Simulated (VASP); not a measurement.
A cell of TeRh (relaxed from the CrB structure, space group Cmcm) near equilibrium:

```
CELL_PARAMETERS angstrom
      1.80426    -5.16108     0.00000
      1.80426     5.16108     0.00000
      0.00000     0.00000     3.96807
ATOMIC_POSITIONS crystal
  Te 0.64392 0.35608 0.25000
  Te 0.35608 0.64392 0.75000
  Rh 0.90466 0.09534 0.25000
  Rh 0.09534 0.90466 0.75000
```

The numbers are results of PBEsol GGA, VASP's PBE PAW potentials (set 64) (plane waves; VASP), not measurements.

```tsv
run	ΔE (meV/atom)	σxx	σyy	σzz	largest shear component, with its sign (GPa)	largest force (eV/Å)
as it is	0.0	0.44	0.49	0.02	0.00	0.085
after one change	17.1	0.83	-0.24	2.01	0.00	0.865
```
Stress is in GPa, positive when the cell is compressed.

Question: Name the change that produced these shifts.
A. atom 1 (Te) moved by -0.150 Å along z
B. atom 2 (Te) moved by -0.150 Å along y
C. atom 3 (Rh) moved by -0.100 Å along y
D. atom 4 (Rh) moved by -0.075 Å along x

Answer: B, atom 2 (Te) moved by -0.150 Å along y

The structure was generated: TeRh was put into the CrB type (Cmcm), which need not be its known phase.
